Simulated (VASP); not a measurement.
Molecule: N2, in a box.

```
N
1.0
    10.00000    0.00000    0.00000
     0.00000   10.50000    0.00000
     0.00000    0.00000   11.00000
N
2
Direct
  0.50000 0.50000 0.44947
  0.50000 0.50000 0.55053
```

Program: VASP 6.6.1. Alike in all runs: task single point; no spin polarisation; cell as given; k mesh 1 × 1 × 1; smearing gaussian 0.02 eV. Hardware: 1 thread of Intel(R) Xeon(R) Platinum 8259CL CPU @ 2.50GHz (Skylake/Cascade Lake), with other jobs on the host.

Order these runs on this cell by their wall time, lowest first.
A. level r2SCAN; potentials or basis VASP PAW PBE potentials, release 64 (N); cutoff (eV) 520
B. level PBEsol; potentials or basis VASP PAW PBE potentials, release 64 (N); cutoff (eV) 520
C. level PBEsol; potentials or basis VASP PAW PBE potentials, release 64 (N_h); cutoff (eV) 900

B (68 s), C (150 s), A (480 s).

Caveats: the standard files for N, O and F lose accuracy on very short bonds (some runs).
